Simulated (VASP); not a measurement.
Here is the system:

```xyz
3
Lattice="0.0000 2.8743 2.8743 2.8743 0.0000 2.8743 2.8743 2.8743 0.0000" Properties=species:S:1:pos:R:3 pbc="T T T"
Li     1.4371     1.4371     1.4371
Li     4.3114     4.3114     4.3114
S      5.7486     2.8743     2.8743
```

Computed with MS2 meta-GGA, VASP's PBE PAW potentials (set 64) (plane waves; VASP). Numerical set-up: 520 eV cut-off, 7×7×7 Γ-centred mesh, Gaussian smearing of 0.050 eV, potentials Li_sv S.

**Question.** Predict the energy per atom (σ→0), pressure.

**Answer.** 
| Property | Result |
|---|---|
| energy per atom (σ→0) | -6.196 eV/atom |
| pressure | -24.2 kbar |

The absolute energy has meaning only against runs of the same code, potentials and settings.

The compound is Li2S in the antifluorite structure. This cell is one point of a volume scan, at 1.06 of the reference volume.
